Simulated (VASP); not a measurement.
An input for Quantum ESPRESSO's pw.x (written as the equivalent of a VASP run, and not itself run):

```
&CONTROL
  calculation = 'vc-relax'
  pseudo_dir = './pseudo'
  outdir = './out'
  tprnfor = .true.
  tstress = .true.
  nstep = 60
  forc_conv_thr = 0.00078
/
&SYSTEM
  ibrav = 0
  nat = 5
  ntyp = 3
  ecutwfc = 84
  occupations = 'smearing'
  smearing = 'gaussian'
  degauss = 0.003675
  input_dft = 'pz'
/
&ELECTRONS
  conv_thr = 7.3e-08
  electron_maxstep = 100
/
&IONS
/
&CELL
/
ATOMIC_SPECIES
  Hf 178.490 Hf.upf
  Pb 207.200 Pb.upf
  O 15.999 O.upf
CELL_PARAMETERS angstrom
     4.0746781   -0.0000000    0.0000000
    -0.0000000    4.0746781   -0.0000000
    -0.0000000   -0.0000000    4.0746781
ATOMIC_POSITIONS crystal
  Hf   0.5000000  0.5000000  0.5000000
  Pb   0.0000000  0.0000000  0.0000000
  O    0.0000000  0.5000000  0.5000000
  O    0.5000000  0.0000000  0.5000000
  O    0.5000000  0.5000000  0.0000000
K_POINTS automatic
  5 5 5 0 0 0
```

Write the VASP files for the same calculation (LDA).

One answer among several that fit: 
**POSCAR**
```
HfPbO3
1.0
  4.0746781124   0.0000000000   0.0000000000
  0.0000000000   4.0746781124   0.0000000000
  0.0000000000   0.0000000000   4.0746781124
Hf Pb O
1 1 3
Cart
  2.0373390562   2.0373390562   2.0373390562
  0.0000000000   0.0000000000   0.0000000000
  0.0000000000   2.0373390562   2.0373390562
  2.0373390562   0.0000000000   2.0373390562
  2.0373390562   2.0373390562   0.0000000000
```

### KPOINTS
```
Automatic
0
gamma
 5 5 5
0 0 0
```

INCAR:
```
SYSTEM = HfPbO3
PREC = Accurate
ENCUT = 520
EDIFF = 1E-6
NELM = 100
ALGO = Normal
LREAL = .FALSE.
LASPH = .TRUE.
ISMEAR = 0
SIGMA = 0.05
LMAXMIX = 6
LWAVE = .FALSE.
LCHARG = .FALSE.
IBRION = 2
ISIF = 3
NSW = 60
EDIFFG = -0.02
```

POTCAR, in this order: Hf_pv Pb_d O (LDA.64 set). Program: vasp_std.

Limits of the translation: the potentials are each code's own (VASP's PAW set, PseudoDojo norm-conserving files in pw.x), so ENCUT and ecutwfc are chosen apart and not converted; conv_thr bounds pw.x's estimated SCF error, while EDIFF bounds the energy change between steps; forc_conv_thr acts on force components and is met together with etot_conv_thr.

The structure comes from a computed database's HfPbO3 entry (Pm-3m); how it stands against other phases isn't given here. It was relaxed first, which changed the volume by -6 %. The start is the result of an earlier pass.
